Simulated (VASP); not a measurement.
An input for Quantum ESPRESSO's pw.x (written as the equivalent of a VASP run, and not itself run):

```
&CONTROL
  calculation = 'vc-relax'
  pseudo_dir = './pseudo'
  outdir = './out'
  tprnfor = .true.
  tstress = .true.
  nstep = 60
  forc_conv_thr = 0.00078
/
&SYSTEM
  ibrav = 0
  nat = 6
  ntyp = 2
  ecutwfc = 84
  occupations = 'smearing'
  smearing = 'gaussian'
  degauss = 0.003675
  input_dft = 'vdw-df-ob86'
/
&ELECTRONS
  conv_thr = 7.3e-08
  electron_maxstep = 100
/
&IONS
/
&CELL
/
ATOMIC_SPECIES
  Mg 24.305 Mg.upf
  F 18.998 F.upf
CELL_PARAMETERS angstrom
     4.6200000    0.0000000    0.0000000
     0.0000000    4.6200000    0.0000000
     0.0000000    0.0000000    3.0500000
ATOMIC_POSITIONS crystal
  Mg   0.0000000  0.0000000  0.0000000
  Mg   0.5000000  0.5000000  0.5000000
  F    0.3030000  0.3030000  0.0000000
  F    0.8030000  0.1970000  0.5000000
  F    0.1970000  0.8030000  0.5000000
  F    0.6970000  0.6970000  0.0000000
K_POINTS automatic
  5 5 7 0 0 0
```

**Question.** Write the VASP files for the same calculation (optB86b-vdW).

**Answer.** One answer among several that fit: 
**INCAR**
```
! general
SYSTEM  =MgF2
PREC    =Accurate
ENCUT   =520
LREAL   =.FALSE.
LASPH   =.TRUE.

! electronic loop
EDIFF   =1E-6
NELM    =100
ALGO    =Normal

! smearing
ISMEAR  =0
SIGMA   =0.05

! functional
GGA     =MK
LUSE_VDW=.TRUE.
AGGAC   =0.0
PARAM1  =0.1234
PARAM2  =1.0

! ions
IBRION  =2
NSW     =60
ISIF    =3
EDIFFG  =-0.02

! output
LWAVE   =.FALSE.
LCHARG  =.FALSE.
```

### POSCAR
```
MgF2
1
    4.6200000000     0.0000000000     0.0000000000
    0.0000000000     4.6200000000     0.0000000000
    0.0000000000     0.0000000000     3.0500000000
Mg F
2 4
Direct
  0.0000000000   0.0000000000   0.0000000000
  0.5000000000   0.5000000000   0.5000000000
  0.3030000000   0.3030000000   0.0000000000
  0.8030000000   0.1970000000   0.5000000000
  0.1970000000   0.8030000000   0.5000000000
  0.6970000000   0.6970000000   0.0000000000
```

### KPOINTS
```
Automatic mesh
0
Gamma
5 5 7
0 0 0
```

POTCAR, in this order: Mg F (PBE.64 set). Program: vasp_std.

The two are equivalent in intent, not identical: the potentials are each code's own (VASP's PAW set, PseudoDojo norm-conserving files in pw.x), so ENCUT and ecutwfc are chosen apart and not converted; conv_thr bounds pw.x's estimated SCF error, while EDIFF bounds the energy change between steps; forc_conv_thr acts on force components and is met together with etot_conv_thr.

The compound is MgF2 in the rutile structure. This run relaxes it. Symmetry was kept, so distortions that lower it aren't found. The start is the result of an earlier pass.
